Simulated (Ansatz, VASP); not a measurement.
# Cross-check of Ni (Ni(100)) between VASP and Ansatz, part 2 of 2

One calculation is typed for both programs; each brings its own data sets. How far apart do they land? The cell is taken from a series of runs on this material, whose earlier steps may have relaxed, scaled, displaced or heated it; both programs get it as it stands.

VASP 6.6.1 and Ansatz 0.2.0.

So far: Starting point; Ansatz: single point, PBE; VASP: single point, PBE.

## Step 3: VASP: single point, PBE (continued)

Level of this step: PBE, spin-polarised from a ferromagnetic start; plane waves and PAW (Ni) (VASP).

Numbers of over 12 decimals in the logs are rounded to 6 here.

Parts of OUTCAR (step 3):

```text
ion  position               nearest neighbor table
   1  0.500  0.500  0.266-   2 2.49   2 2.49   2 2.49   2 2.49
   2  0.000  0.000  0.318-   3 2.49   3 2.49   3 2.49   3 2.49   1 2.49   1 2.49   1 2.49   1 2.49

  LATTYP: Found a simple tetragonal cell.
 ALAT       =     2.4890158698
 C/A-ratio  =    13.5957349291

 Subroutine GETGRP returns: Found 16 space group operations
 (whereof  8 operations were pure point group operations)

The static configuration has the point symmetry C_4v.
 The point group associated with its full space group is D_4h.

 Found     45 irreducible k-points:

   k-points           NKPTS =     45   k-points in BZ     NKDIM =     45   number of bands    NBANDS=     71

   dimension x,y,z NGX =    20 NGY =   20 NGZ =  252
   dimension x,y,z NGXF=    40 NGYF=   40 NGZF=  504

   ENCUT  =  520.0 eV  38.22 Ry    6.18 a.u.   4.63  4.63 62.92*2*pi/ulx,y,z

   NELECT =     100.0000    total number of electrons

 k-points in reciprocal lattice and weights: Automatic mesh
   0.00000000  0.00000000  0.00000000       0.004
   0.06250000  0.00000000  0.00000000       0.016
   0.12500000  0.00000000  0.00000000       0.016
   0.18750000  0.00000000  0.00000000       0.016
   0.25000000  0.00000000  0.00000000       0.016
   0.31250000  0.00000000  0.00000000       0.016
   0.37500000  0.00000000  0.00000000       0.016
   0.43750000  0.00000000  0.00000000       0.016
   0.50000000  0.00000000  0.00000000       0.008
[...]
0.50000000  0.43750000  0.00000000       0.016
   0.50000000  0.50000000  0.00000000       0.004

 dipolmoment           0.000000      0.000000      0.000000 electrons x Angstroem

 average (electrostatic) potential at core
       1 -88.4941       2 -88.8237       3 -88.8135       4 -88.8004       5 -88.8075
       6 -88.8075       7 -88.8004       8 -88.8135       9 -88.8237      10 -88.4941

 E-fermi :   2.5571

 spin component 1
 k-point     1 :       0.0000    0.0000    0.0000
  band No.  band energies     occupation
    ...
     54       1.9850      0.99673
     55       1.9912      0.99653
     56       2.0165      0.99553
     57       2.0839      0.99126
     58       2.0839      0.99126
     59       3.0377      0.00812
     60       3.9914      0.00000
     61       4.6986      0.00000
     62       7.4140      0.00000
     63       7.5333      0.00000
    ...

 k-point     2 :       0.0625    0.0000    0.0000
  band No.  band energies     occupation
    ...
     54       1.9707      0.99717
     55       1.9790      0.99692
     56       2.0362      0.99456
     57       2.0831      0.99134
     58       2.3669      0.87007
     59       3.3211      0.00048
     60       4.2560      0.00000
     61       4.9885      0.00000
     62       7.5128      0.00000
     63       7.6311      0.00000
    ...

 k-point     3 :       0.1250    0.0000    0.0000
  band No.  band energies     occupation
    ...
     53       1.9413      0.99789
     54       2.0119      0.99573
     55       2.0542      0.99350
     56       2.0606      0.99307
     57       2.1036      0.98939
     58       2.9129      0.02770
     59       3.9062      0.00000
     60       4.8758      0.00000
     61       5.6876      0.00000
     62       7.8097      0.00000
    ...

 k-point     4 :       0.1875    0.0000    0.0000
  band No.  band energies     occupation
    ...
     53       1.9772      0.99698
     54       1.9997      0.99622
     55       2.0347      0.99464
     56       2.0371      0.99451
     57       2.5520      0.51260
     58       3.5075      0.00007
     59       4.6012      0.00000
     60       5.6588      0.00000
     61       6.5865      0.00000
     62       8.3061      0.00000
    ...

 k-point     5 :       0.2500    0.0000    0.0000
  band No.  band energies     occupation
    ...
     52       1.9299      0.99811
     53       1.9771      0.99698
     54       2.0083      0.99588
     55       2.0212      0.99531
     56       2.1622      0.98108
     57       3.0223      0.00945
     58       4.1289      0.00000
     59       5.3433      0.00000
     60       6.5127      0.00000
     61       7.5720      0.00000
    ...

 k-point     6 :       0.3125    0.0000    0.0000
  band No.  band energies     occupation
    ...
     52       1.9029      0.99856
     53       1.9516      0.99766
     54       1.9833      0.99679
     55       2.0047      0.99603
     56       2.4699      0.70522
     57       3.4929      0.00009
     58       4.7194      0.00000
     59       6.0031      0.00000
     60       7.1855      0.00000
     61       8.2236      0.00000
    ...

  Total       -2.1168299     -2.1168299     -0.9411279      0.0000000      0.0000000      0.0000000
  in kB      -16.1774793    -16.1774793     -7.1923950      0.0000000      0.0000000      0.0000000
  external PRESSURE =     -13.1824512 kB  Pullay stress =       0.0000000 kB

  energy-cutoff  :      520.00
  volume of cell :      209.65
      direct lattice vectors                 reciprocal lattice vectors
     2.489015870  0.000000000  0.000000000     0.401765217  0.000000000  0.000000000
     0.000000000  2.489015870  0.000000000     0.000000000  0.401765217  0.000000000
     0.000000000  0.000000000 33.840000000     0.000000000  0.000000000  0.029550827

 POSITION                                       TOTAL-FORCE (eV/Angst)
 -----------------------------------------------------------------------------------
      1.24451      1.24451      9.00000        -0.000000     -0.000000      0.310364
      0.00000      0.00000     10.76000        -0.000000     -0.000000     -0.348907
      1.24451      1.24451     12.52000         0.000000      0.000000      0.028562
      0.00000      0.00000     14.28000         0.000000     -0.000000      0.004087
      1.24451      1.24451     16.04000         0.000000     -0.000000      0.011167
      0.00000      0.00000     17.80000         0.000000     -0.000000     -0.011167
      1.24451      1.24451     19.56000         0.000000     -0.000000     -0.004087
      0.00000      0.00000     21.32000         0.000000     -0.000000     -0.028562
      1.24451      1.24451     23.08000         0.000000     -0.000000      0.348907
      0.00000      0.00000     24.84000         0.000000     -0.000000     -0.310364
 -----------------------------------------------------------------------------------
    total drift:                               -0.000000     -0.000000      0.000000

  FREE ENERGIE OF THE ION-ELECTRON SYSTEM (eV)
  ---------------------------------------------------
  free  energy   TOTEN  =       -53.2553610704 eV

  energy  without entropy=      -52.6919769432  energy(sigma->0) =      -52.97366901

 vacuum level on the upper side and lower side of the slab         7.444         7.444

 total charge
# of ion       s       p       d       tot
------------------------------------------
    1        0.470   0.335   8.317   9.122
    2        0.493   0.493   8.312   9.297
    3        0.497   0.496   8.314   9.306
    4        0.496   0.495   8.315   9.306
    5        0.497   0.496   8.314   9.306
    6        0.497   0.496   8.314   9.306
    7        0.496   0.495   8.315   9.306
    8        0.497   0.496   8.314   9.306
    9        0.493   0.493   8.312   9.297
   10        0.470   0.335   8.317   9.122
--------------------------------------------------
tot          4.904   4.630  83.141  92.675

 magnetization (x)
# of ion       s       p       d       tot
------------------------------------------
    1       -0.002  -0.017   0.749   0.729
    2       -0.007  -0.024   0.671   0.640
    3       -0.007  -0.024   0.660   0.629
    4       -0.006  -0.024   0.646   0.616
    5       -0.006  -0.024   0.652   0.622
    6       -0.006  -0.024   0.652   0.622
    7       -0.006  -0.024   0.646   0.616
    8       -0.007  -0.024   0.660   0.629
    9       -0.007  -0.024   0.671   0.640
   10       -0.002  -0.017   0.749   0.729
--------------------------------------------------
tot         -0.057  -0.228   6.755   6.470

[... 6 further parts left out ...]
```

## Step 4: Differences

Known differences besides the potentials themselves: VASP starts from the moments at which Ansatz ended; the data sets hold 180 valence electrons in Ansatz (on its default PAW (the set named soft_2) files) and 100 in VASP; the cutoff is 420 eV in Ansatz and 520 eV in VASP; site moments are counted in spheres of each program's own size. Total energies have different zeros and are not compared.

Compared:

```csv
quantity,Ansatz,VASP,difference
total moment (μB),6.47,6.34,+0.13
moment on Ni1 (μB),0.76,0.73,+0.03
moment on Ni10 (μB),0.76,0.73,+0.03
moment on Ni9 (μB),0.68,0.64,+0.04
moment on Ni2 (μB),0.68,0.64,+0.04
moment on Ni3 (μB),0.67,0.63,+0.04
moment on Ni8 (μB),0.67,0.63,+0.04
moment on Ni6 (μB),0.66,0.62,+0.04
moment on Ni5 (μB),0.66,0.62,+0.04
"work function, lower of the two faces (eV)",4.90,4.89,+0.02
"work function, higher of the two faces (eV)",4.91,4.89,+0.02
```

With vacuum in the cell, a pressure given here is an average over mostly empty space and none of the material.

## Step 5: Results

```
difference in work function, higher of the two faces (single point, PBE) : 0.018 eV
```

The difference in work function, higher of the two faces is 0.018 eV (single point, PBE). The data sets hold unlike numbers of valence electrons (180 in Ansatz and 100 in VASP), so part of the differences comes from the potentials. Such differences can come from data sets, numerical settings and the points named under the comparisons, not from the functional's error against experiment.

[Lines on the potential files, build, host, timing and source positions are cut from VASP's logs without a mark.]

[Logs are printed without paths, hosts, clocks, repeated set-up lines and the standing remarks that a program may print on its own settings, such as how far it seeks lower states.]

[Hosts, paths, dates, database ids (printed as entryN), source tags and the programs' standing remarks are cut or masked in the printed files.]
